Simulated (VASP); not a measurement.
**PbF2 (Fluorocronite): structure and properties in VASP**

Wanted: the relaxed cell of PbF2 (Fluorocronite) and its properties. The steps: relaxing cell and atoms (rev-vdW-DF2), density, ELF and potential (rev-vdW-DF2), band structure (rev-vdW-DF2), density of states (rev-vdW-DF2), optical spectrum (rev-vdW-DF2) and dielectric tensor and Born charges (rev-vdW-DF2). The start is a cell from a database of measured crystal structures.

Main program and level: VASP 6.6.1; rev-vdW-DF2; plane waves and PAW (Pb_d, F).

Report form: the programs' logs are mostly left out.

## (1) The structure

Before any relaxation, the start is as follows. The structure is cubic, space group Fm-3m (No. 225). The conventional cell has a = 5.940 Å, b = 5.940 Å, c = 5.940 Å, α = 90.00°, β = 90.00°, γ = 90.00°. Pb has 8 F at 2.57 Å nearest. F has 4 Pb at 2.57 Å nearest. Farther neighbours and most contacts between anions are not listed.

## (2) Relaxing cell and atoms (rev-vdW-DF2)

Properties are meant for the cell that this level of theory prefers, so cell and atoms are relaxed first (ISIF = 3) until forces and stress are small; EDIFFG sets the threshold. rev-vdW-DF2 revises the exchange of vdW-DF2 for solids. LUSE_VDW switches on a nonlocal correlation term for dispersion.

File INCAR:

```
SYSTEM = PbF2
PREC = Accurate
ENCUT = 520
EDIFF = 1E-06
NELM = 100
ISMEAR = 0
SIGMA = 0.05
LREAL = .FALSE.
ALGO = Normal
GGA = MK
AGGAC = 0
LUSE_VDW = .TRUE.
PARAM1 = 0.1234
PARAM2 = 0.711357
ZAB_VDW = -1.8867
LASPH = .TRUE.
NBANDS = 20
LORBIT = 11
LWAVE = .FALSE.
LCHARG = .FALSE.
KPAR = 2
IBRION = 2
NSW = 60
ISIF = 3
EDIFFG = -0.01
```

File POSCAR:

```
PbF2
1.0
    0.0000000000      2.9698500000      2.9698500000
    2.9698500000      0.0000000000      2.9698500000
    2.9698500000      2.9698500000      0.0000000000
Pb F
1 2
Direct
    0.0000000000      0.0000000000      0.0000000000
    0.2500000000      0.2500000000      0.2500000000
    0.7500000000      0.7500000000      0.7500000000
```

File KPOINTS:

```
Automatic mesh
0
Gamma
8 8 8
0 0 0
```

The projector-augmented-wave data sets are Pb_d and F (PBE family, release 64).

Started as:

```console
$ mpirun -np 2 vasp_std
```

Elapsed: 48 s, on 2 MPI ranks of Intel Xeon 6975P-C (Granite Rapids), shared host; peak memory 0.77 GiB.

The gap is read on the k-mesh alone, so it is an upper bound where the band edges lie off the mesh. The PAW data sets were made with PBE, which is usual practice but a small mismatch for other functionals. The run keeps the 48 symmetry operations of its start, so it cannot find a distortion of lower symmetry.

Little changed from the start: no atom moved by 0.005 Å and no cell edge by 0.1 %.

This step gave:

```
electrons                       : 28
bands                           : 20
irreducible k-points            : 29
symmetry operations             : 48
free energy (TOTEN)             : -8.283 eV
Fermi energy                    : 1.894 eV
pressure                        : 0.07574 GPa
metallic                        : no
valence top at k                : -0.25, 0.5, 0.25
conduction bottom at k          : 0.5, 0.5, 0
least direct gap at k           : 0.5, 0.5, 0
SCF cycles over all ionic steps : 14
gap on the k-mesh               : 4.402 eV
least direct gap on the k-mesh  : 4.556 eV
```

It ends with forces that vanish by symmetry and a pressure of 0.08 GPa. The volume lies +0.0 % from that of the database's start.

## (3) Density, ELF and potential (rev-vdW-DF2)

The relaxed cell gets a fresh self-consistent run, on a basis set for its own volume, to fix the density and to check the remaining stress.

Changes to INCAR since step 2:

```diff
@@ -19,7 +19,5 @@
 LWAVE = .FALSE.
-LCHARG = .FALSE.
-KPAR = 2
-IBRION = 2
-NSW = 60
-ISIF = 3
-EDIFFG = -0.01
+LCHARG = .TRUE.
+ISIF = 2
+LELF = .TRUE.
+LVHAR = .TRUE.
```

POSCAR is that of step 2.

KPOINTS is that of step 2.

Started as:

```console
$ mpirun -np 2 vasp_std
```

Run time: 31 s. Hardware: 2 MPI ranks; peak memory 0.56 GiB.

Numbers from this step:

* SCF cycles: 14

Valence electrons inside each PAW sphere by angular momentum. Sphere charges, by row:

| atom | s (e) | p (e) | d (e) | tot (e) |
| --- | --- | --- | --- | --- |
| Pb1 | 1.542 | 0.284 | 9.863 | 11.69 |
| F2 | 1.736 | 4.318 | 0 | 6.054 |
| F3 | 1.736 | 4.318 | 0 | 6.054 |

ELF in the ac plane of a cell with a along [110], b along [-110] and c along [001] of the cube at fractional y = 0.000, with atoms of Pb and F within 0.2 Å of it. It is the smooth field of the valence electrons, not physical close to the nuclei.

Ten even steps from '0' (0.00) to '9' (0.80), each cell a mean:
```
235311112542235311112542
454236752354454236752354
542279995235542279995235
311599897212311599897212
001599998300001599998300
001479986200001479986200
000134432000000134432000
000000000000000000000000
000011110000000011110000
000257764100000257764100
001589997200001589997200
101598898301101598898301
431499997224431499997224
553269983255553269983255
345224421453345224421453
525410002543525410002543
```
Columns run along a (8.4 Å), rows up along c (5.9 Å), edges of the conventional cell, whose origin can differ from the input's. Atoms in or near the plane, at fractional coordinates: Pb at (0.00, 0.00), Pb at (0.50, 0.00), F at (0.25, 0.25), F at (0.75, 0.25), F at (0.25, 0.75), F at (0.75, 0.75).

Valence density in the ac plane of a cell with a along [110], b along [-110] and c along [001] of the cube at fractional y = 0.000, with atoms of Pb and F within 0.2 Å of it. It is the smooth field of the valence electrons, not physical close to the nuclei.

Values in units of 1e0 e/Å³, 9 rows by 16 columns, each cell a mean:
```
4.7 1.7 0.3 0.2 0.2 0.2 0.9 3.8 4.7 1.7 0.3 0.2 0.2 0.2 0.9 3.8
0.6 0.3 0.4 3.4 4.9 0.9 0.2 0.5 0.6 0.3 0.4 3.4 4.9 0.9 0.2 0.5
0.0 0.1 0.5 5.1 7.3 1.2 0.1 0.0 0.0 0.1 0.5 5.1 7.3 1.2 0.1 0.0
0.0 0.0 0.1 0.4 0.5 0.2 0.0 0.0 0.0 0.0 0.1 0.4 0.5 0.2 0.0 0.0
0.0 0.0 0.0 0.1 0.1 0.0 0.0 0.0 0.0 0.0 0.0 0.1 0.1 0.0 0.0 0.0
0.0 0.0 0.2 0.9 1.2 0.3 0.0 0.0 0.0 0.0 0.2 0.9 1.2 0.3 0.0 0.0
0.1 0.1 0.6 6.2 8.9 1.4 0.1 0.1 0.1 0.1 0.6 6.2 8.9 1.4 0.1 0.1
1.2 0.5 0.4 1.9 2.6 0.6 0.3 1.0 1.2 0.5 0.4 1.9 2.6 0.6 0.3 1.0
5.9 2.1 0.3 0.1 0.1 0.2 1.2 4.8 5.9 2.1 0.3 0.1 0.1 0.2 1.2 4.8
```
Columns run along a (8.4 Å), rows up along c (5.9 Å), edges of the conventional cell, whose origin can differ from the input's. Atoms in or near the plane, at fractional coordinates: Pb at (0.00, 0.00), Pb at (0.50, 0.00), F at (0.25, 0.25), F at (0.75, 0.25), F at (0.25, 0.75), F at (0.75, 0.75).

Electrostatic potential energy in the ac plane of a cell with a along [110], b along [-110] and c along [001] of the cube at fractional y = 0.000, with atoms of Pb and F within 0.2 Å of it. With pseudopotentials it is smooth inside the atoms' cores, unlike the true potential.

Values in eV, 9 rows by 16 columns, each cell a mean:
```
-68 -36  -1   5   5   2 -21 -63 -68 -36  -1   5   5   2 -21 -63
-13  -2   2 -20 -29  -1   1 -10 -13  -2   2 -20 -29  -1   1 -10
  4   5   4 -31 -41  -3   5   4   4   5   4 -31 -41  -3   5   4
  6   6   6   5   4   6   6   6   6   6   6   5   4   6   6   6
  6   6   6   6   6   6   6   6   6   6   6   6   6   6   6   6
  6   6   6   0  -3   5   6   6   6   6   6   0  -3   5   6   6
  3   4   3 -38 -49  -5   5   3   3   4   3 -38 -49  -5   5   3
-26  -8   2  -9 -15   2  -3 -22 -26  -8   2  -9 -15   2  -3 -22
-74 -44  -2   5   5   2 -27 -70 -74 -44  -2   5   5   2 -27 -70
```
Columns run along a (8.4 Å; values clipped at the 3rd and 97th percentile), rows up along c (5.9 Å), edges of the conventional cell, whose origin can differ from the input's. Atoms in or near the plane, at fractional coordinates: Pb at (0.00, 0.00), Pb at (0.50, 0.00), F at (0.25, 0.25), F at (0.75, 0.25), F at (0.25, 0.75), F at (0.75, 0.75).

In this run the pressure is 0.08 GPa, small enough to go on.

## (4) Band structure (rev-vdW-DF2)

Levels along the symmetry lines show where the bands peak and cross; KPOINTS_OPT computes them in the converged potential.

Changes to INCAR since step 3:

```diff
@@ -16,8 +16,6 @@
 LASPH = .TRUE.
-NBANDS = 20
+NBANDS = 27
 LORBIT = 11
 LWAVE = .FALSE.
-LCHARG = .TRUE.
-ISIF = 2
-LELF = .TRUE.
-LVHAR = .TRUE.
+LCHARG = .FALSE.
+KPAR = 2
```

POSCAR is that of step 3.

KPOINTS is that of step 3.

File KPOINTS_OPT:

```
Line mode
16
Line-mode
Reciprocal
  0.00000000   0.00000000   0.00000000 GAMMA
  0.50000000   0.00000000   0.50000000 X

  0.50000000   0.00000000   0.50000000 X
  0.50000000   0.25000000   0.75000000 W

  0.50000000   0.25000000   0.75000000 W
  0.37500000   0.37500000   0.75000000 K

  0.37500000   0.37500000   0.75000000 K
  0.00000000   0.00000000   0.00000000 GAMMA

  0.00000000   0.00000000   0.00000000 GAMMA
  0.50000000   0.50000000   0.50000000 L

  0.50000000   0.50000000   0.50000000 L
  0.62500000   0.25000000   0.62500000 U

  0.62500000   0.25000000   0.62500000 U
  0.50000000   0.25000000   0.75000000 W

  0.50000000   0.25000000   0.75000000 W
  0.50000000   0.50000000   0.50000000 L

  0.50000000   0.50000000   0.50000000 L
  0.37500000   0.37500000   0.75000000 K

  0.62500000   0.25000000   0.62500000 U
  0.50000000   0.00000000   0.50000000 X
```

Started as:

```console
$ mpirun -np 2 vasp_std
```

It took 77 s on 2 MPI ranks; peak memory 0.76 GiB; 1.9 min of CPU time.

Spin-orbit coupling is off here; with elements this heavy it splits and shifts levels by tenths of an eV or more.

Numbers from this step:

```
SCF cycles                        : 13
bands                             : 27
Fermi energy                      : 1.879 eV
pressure                          : 0.06835 GPa
least gap on mesh and path        : 4.402 eV
least direct gap on mesh and path : 4.556 eV
```

Electronic bands along the path, in eV, zero at the valence-band top; v1 is the highest filled band, c1 the lowest empty one:

| point | v4 | v3 | v2 | v1 | c1 | c2 | c3 | c4 |
| --- | --- | --- | --- | --- | --- | --- | --- | --- |
| Γ | -2.41 | -1.92 | -1.92 | -1.92 | 6.72 | 6.72 | 6.72 | 10.28 |
| 0.53 of the way | -1.93 | -1.65 | -1.65 | -0.86 | 4.89 | 7.39 | 7.39 | 10.75 |
| X | -1.50 | -1.50 | -1.50 | -0.15 | 4.40 | 7.85 | 7.85 | 8.66 |
| 0.47 of the way | -1.82 | -1.54 | -1.46 | -0.08 | 4.84 | 7.32 | 7.56 | 9.25 |
| W | -2.62 | -1.56 | -1.44 | 0.00 | 6.03 | 6.03 | 7.37 | 9.94 |
| 0.47 of the way | -2.26 | -1.58 | -1.47 | -0.02 | 5.53 | 6.48 | 7.54 | 9.80 |
| K | -2.01 | -1.65 | -1.51 | -0.03 | 5.30 | 6.60 | 7.84 | 9.58 |
| 0.47 of the way | -2.45 | -2.13 | -1.65 | -0.52 | 5.31 | 6.99 | 7.39 | 12.12 |
| Γ | -2.41 | -1.92 | -1.92 | -1.92 | 6.72 | 6.72 | 6.72 | 10.28 |
| 0.47 of the way | -2.50 | -1.99 | -1.99 | -0.91 | 5.50 | 7.12 | 7.12 | 12.43 |
| L | -2.61 | -2.09 | -2.09 | -0.02 | 4.94 | 7.63 | 7.63 | 12.93 |
| 0.47 of the way | -2.47 | -1.88 | -1.77 | -0.03 | 5.23 | 6.96 | 7.72 | 11.03 |
| U | -2.01 | -1.65 | -1.51 | -0.03 | 5.30 | 6.60 | 7.84 | 9.58 |
| 0.47 of the way | -2.21 | -1.59 | -1.48 | -0.02 | 5.48 | 6.51 | 7.59 | 9.77 |
| W | -2.62 | -1.56 | -1.44 | 0.00 | 6.03 | 6.03 | 7.37 | 9.94 |
| 0.47 of the way | -2.63 | -1.71 | -1.69 | -0.03 | 5.43 | 6.65 | 7.68 | 10.59 |
| L | -2.61 | -2.09 | -2.09 | -0.02 | 4.94 | 7.63 | 7.63 | 12.93 |
| 0.53 of the way | -2.41 | -1.85 | -1.71 | -0.03 | 5.31 | 6.81 | 7.74 | 10.78 |
| K | -2.01 | -1.65 | -1.51 | -0.03 | 5.30 | 6.60 | 7.84 | 9.58 |
| jump to U | -2.01 | -1.65 | -1.51 | -0.03 | 5.30 | 6.60 | 7.84 | 9.58 |
| 0.47 of the way | -1.68 | -1.55 | -1.50 | -0.10 | 4.69 | 7.33 | 7.85 | 9.03 |
| X | -1.50 | -1.50 | -1.50 | -0.15 | 4.40 | 7.85 | 7.85 | 8.66 |

Of the projections kept (Pb, F), the largest for each band there; the rest of the weight can lie on other orbitals:

| point | v4 | v3 | v2 | v1 | c1 | c2 | c3 | c4 |
| --- | --- | --- | --- | --- | --- | --- | --- | --- |
| Γ | F 0.96 | F 0.97 | F 0.97 | F 0.97 | Pb 0.95 | Pb 0.95 | Pb 0.95 | Pb 0.88 |
| X | F 0.99 | F 0.99 | F 1.00 | F 0.60 | Pb 0.86 | Pb 0.66 | Pb 0.66 | F 0.66 |
| W | F 0.93 | F 1.00 | F 0.99 | F 0.63 | Pb 0.70 | Pb 0.70 | Pb 0.51 | Pb 1.00 |
| K | F 0.96 | F 0.98 | F 1.00 | F 0.64 | Pb 0.74 | Pb 0.56 | Pb 0.70 | Pb 0.79 |
| Γ | F 0.96 | F 0.97 | F 0.97 | F 0.97 | Pb 0.95 | Pb 0.95 | Pb 0.95 | Pb 0.88 |
| L | F 0.94 | F 0.97 | F 0.97 | F 0.72 | Pb 0.51 | Pb 0.81 | Pb 0.81 | Pb 0.94 |

The path finds the gap of the mesh within 0.02 eV, so the mesh comes close to both band edges.

## (5) Density of states (rev-vdW-DF2)

Here the states are counted by energy and projected on the atoms. The mesh is finer than in the run before.

Changes to INCAR since step 4:

```diff
@@ -5,3 +5,3 @@
 NELM = 100
-ISMEAR = 0
+ISMEAR = -5
 SIGMA = 0.05
@@ -21 +21,2 @@
 KPAR = 2
+NEDOS = 2001
```

POSCAR is that of step 4.

File KPOINTS:

```
Automatic mesh
0
Gamma
11 11 11
0 0 0
```

Started as:

```console
$ mpirun -np 2 vasp_std
```

It took 60 s on 2 MPI ranks; peak memory 0.81 GiB; 86 s of CPU time.

Numbers from this step:

- irreducible k-points: 56
- Fermi energy: 1.602 eV
- pressure: 0.06750 GPa
- valence top at k: -0.2727, 0.4545, 0.1818
- conduction bottom at k: 0.4545, 0.4545, 0
- least direct gap at k: 0.4545, 0.4545, 0
- gap on the k-mesh: 4.415 eV
- least direct gap on the k-mesh: 4.594 eV

The density of states has structure finer than the step of the table below, so its rows give means over 1 eV, whole bins alone (the curve runs from -12.0 to 12.3 eV). Peaks (eV: height): total -2.7: 5.45, -1.6: 9.70, 0.0: 6.05, 7.6: 7.38; F p -2.7: 3.65, -2.5: 3.04, -1.6: 7.69, 0.0: 3.46; Pb p 5.2: 1.09, 7.1: 1.91, 7.6: 3.50; Pb s -6.3: 1.72, 0.0: 1.79; F s -5.9: 0.0378, 5.2: 0.124, 6.4: 0.0256.

States under -12.0 eV and over 12.3 eV are left out. Density of states against energy, zero at the valence-band top; means over each step; values in states/eV/cell:

| energy (eV) | total | F p | Pb p | Pb s | F s |
| --- | --- | --- | --- | --- | --- |
| -7 | 0 | 0 | 0 | 0 | 0 |
| -6 | 1.79 | 0.337 | 6.6e-4 | 0.901 | 0.0217 |
| -5 | 0.212 | 0.0236 | 1.8e-4 | 0.122 | 0.00939 |
| -4 | 0.242 | 0.143 | 0.0149 | 1.2e-4 | 1.9e-4 |
| -3 | 4.08 | 2.62 | 0.194 | 0.00385 | 0.00790 |
| -2 | 5.39 | 4.09 | 0.0560 | 0.00788 | 0.00424 |
| -1 | 0.709 | 0.501 | 0.00428 | 0.0717 | 0.00356 |
| 0 | 1.57 | 0.911 | 0.00217 | 0.436 | 0.00410 |
| 1 | 0 | 0 | 0 | 0 | 0 |
| 2 | 0 | 0 | 0 | 0 | 0 |
| 3 | 0 | 0 | 0 | 0 | 0 |
| 4 | 0.0132 | 2.2e-4 | 0.00520 | 7.5e-5 | 8.1e-4 |
| 5 | 1.61 | 0.192 | 0.531 | 0.0213 | 0.0614 |
| 6 | 0.595 | 0.0808 | 0.220 | 0.00517 | 0.0179 |
| 7 | 2.29 | 0.320 | 1.07 | 0.00171 | 0.0196 |
| 8 | 1.49 | 0.276 | 0.702 | 2.6e-5 | 8.2e-4 |
| 9 | 0.150 | 0.0117 | 0.0143 | 1.3e-4 | 2.7e-4 |
| 10 | 0.675 | 0.0262 | 0.0922 | 5.2e-4 | 0.00293 |
| 11 | 0.608 | 0.0255 | 0.0743 | 0.00552 | 0.00399 |

The gap on this mesh is 4.41 eV. In the top eV of the valence band the largest shares in the PAW spheres are F p 59 % and Pb s 27 %; in the lowest eV of the conduction band, Pb p 33 % and F p 12 %. The rest lies in smaller channels or between the spheres.

## (6) Optical spectrum (rev-vdW-DF2)

LOPTICS sums transitions from filled to empty bands. NBANDS is raised for it.

Changes to INCAR since step 5:

```diff
@@ -5,3 +5,3 @@
 NELM = 100
-ISMEAR = -5
+ISMEAR = 0
 SIGMA = 0.05
@@ -16,3 +16,3 @@
 LASPH = .TRUE.
-NBANDS = 27
+NBANDS = 38
 LORBIT = 11
@@ -21,2 +21,4 @@
 KPAR = 2
-NEDOS = 2001
+LOPTICS = .TRUE.
+NEDOS = 1500
+CSHIFT = 0.1
```

POSCAR is that of step 5.

KPOINTS is that of step 5.

Started as:

```console
$ mpirun -np 2 vasp_std
```

It took 74 s on 2 MPI ranks; peak memory 0.99 GiB; 1.8 min of CPU time.

These are independent-particle spectra without excitons or local fields, and fine structure depends on the mesh and on CSHIFT.

This step gave:

| Property | Result |
| --- | --- |
| SCF cycles | 14 |
| bands | 38 |
| Fermi energy | 1.803 eV |
| pressure | 0.06858 GPa |

The imaginary dielectric function, xx has structure finer than the step of the table below, so its rows give means over 1 eV, whole bins alone (the curve runs from 0 to 25.0 eV). Peaks (eV: height): 5.4: 5.82, 7.0: 5.66, 7.8: 6.47, 9.4: 4.26, 10.9: 2.33, 19.3: 1.58, 21.9: 1.68.

Imaginary dielectric function, xx against photon energy; means over each step:

photon energy (eV), imaginary dielectric function, xx and a bar:
```
        1       0.01 
        2       0.02 
        3       0.05 
        4       0.18 #
        5       3.13 #####################
        6       3.35 ######################
        7       4.39 #############################
        8       4.53 ##############################
        9       2.82 ###################
       10       2.15 ##############
       11       1.71 ###########
       12       0.92 ######
       13       1.37 #########
       14       0.81 #####
       15       0.33 ##
       16       0.87 ######
       17       1.34 #########
       18       1.23 ########
       19       1.38 #########
       20       0.88 ######
       21       0.90 ######
       22       1.06 #######
       23       0.36 ##
       24       0.31 ##
```

The real dielectric function, xx by photon energy:

photon energy (eV), real dielectric function, xx and a bar from the least value:
```
        0       3.59 ###############
        1       3.64 ###############
        2       3.80 ################
        3       4.14 #################
        4       4.97 ####################
        5       7.56 ##############################
        6       3.75 ################
        7       2.81 ############
        8      -0.24 #
        9       1.50 #######
       10      -0.31 
       11      -0.12 #
       12       0.52 ####
       13       0.52 ####
       14       0.12 ##
       15       0.84 #####
       16       1.58 ########
       17       1.06 ######
       18       0.78 #####
       19       0.77 #####
       20       0.14 ##
       21       0.94 #####
       22      -0.44 
       23       0.30 ###
       24       0.50 ####
```

The mean of ε2 over directions passes 5 % of its top at 4.43 eV, against a least direct gap of 4.59 eV on this mesh; what lies under the gap is the tail of the broadening by CSHIFT.

## (7) Dielectric tensor and Born charges (rev-vdW-DF2)

The response to a static field gives the electronic dielectric tensor and the Born charges. It needs tightly converged orbitals, hence the small EDIFF.

File INCAR:

```
SYSTEM = PbF2
PREC = Accurate
ENCUT = 520
EDIFF = 1E-07
NELM = 100
ISMEAR = 0
SIGMA = 0.01
LREAL = .FALSE.
ALGO = Normal
GGA = MK
AGGAC = 0
LUSE_VDW = .TRUE.
PARAM1 = 0.1234
PARAM2 = 0.711357
ZAB_VDW = -1.8867
LASPH = .TRUE.
NBANDS = 20
LORBIT = 11
LWAVE = .FALSE.
LCHARG = .FALSE.
LCALCEPS = .TRUE.
LPEAD = .TRUE.
```

POSCAR is that of step 6.

File KPOINTS:

```
Automatic mesh
0
Gamma
6 6 6
0 0 0
```

Started as:

```console
$ mpirun -np 2 vasp_std
```

Elapsed: 9.4 min, on 2 MPI ranks; peak memory 0.82 GiB; 16 min of CPU time.

Energies printed during the response cycles are not total energies of the cell.

This step gave:

```yaml
bands: 20
irreducible_k_points: 16
```

Electronic dielectric tensor with local fields:

```
3.33 0.00 0.00
0.00 3.33 0.00
0.00 0.00 3.33
```

Born effective charge (e), principal values of the symmetric part by kind of site:

| atom | atoms with these values | low | middle | high | mean |
| --- | --- | --- | --- | --- | --- |
| Pb1 | 1 | 3.18 | 3.18 | 3.18 | 3.18 |
| F2 | 2 | -1.59 | -1.59 | -1.59 | -1.59 |

In full for F2:

```
-1.59  0.00  0.00
 0.00 -1.59  0.00
 0.00  0.00 -1.59
```

The Born charges sum to zero; the printed set may have that rule imposed, so this is no test. The mean Born charge of F, -1.59 e, exceeds its nominal -1, the mark of charge that flows along bonds as atoms move.

## (8) Results

```yaml
relaxed_volume: 17.46 Å³/atom
relaxed_conventional_cell_a_b_c: 5.940, 5.940, 5.940 Å
space_group_after_relaxing_within_0p02_a: Fm-3m (No. 225)
band_gap: 4.40 eV, indirect (least direct gap of that run 4.56 eV)
gap_among_the_points_of_the_dos_mesh_alone_an_upper_bound: 4.41 eV
strongest_peak_of_eps_2_mean_over_directions: 7.80 eV
eps_1_at_zero_frequency_no_local_fields_mean: 3.59
electronic_dielectric_constant_mean: 3.33
```

In words: With rev-vdW-DF2, PbF2 (Fluorocronite) relaxes to 17.46 Å³/atom in space group Fm-3m (held by the symmetry of the run) and has an indirect gap of 4.40 eV. Against the listed cell the volume lies under 0.05 %. Band structure (rev-vdW-DF2): On this path the gap is indirect, 4.40 eV, with the valence top at W and the conduction bottom at X. The least direct gap is 4.56 eV. Dielectric tensor and Born charges (rev-vdW-DF2): The electronic dielectric tensor with local fields is isotropic, 3.33. Dielectric tensor and Born charges (rev-vdW-DF2): Mean Born effective charge: Pb1 3.18, F2 -1.59 e. Spin-orbit coupling is left out, and with elements this heavy it would split and shift bands near the edges, and it can change the kind of a small gap. No search among competing phases was made, and a listed structure need not be the one stable at ambient conditions. All values are for a static lattice at zero temperature.

[Lines on the potential files, build, host, timing and source positions are cut from VASP's logs without a mark.]

[Logs are printed without paths, hosts, clocks, repeated set-up lines and the standing remarks that a program may print on its own settings, such as how far it seeks lower states.]

[Hosts, paths, dates, database ids (printed as entryN), source tags and the programs' standing remarks are cut or masked in the printed files.]

[A measured line is paired with the nearest computed mode of its activity, which favours agreement.]
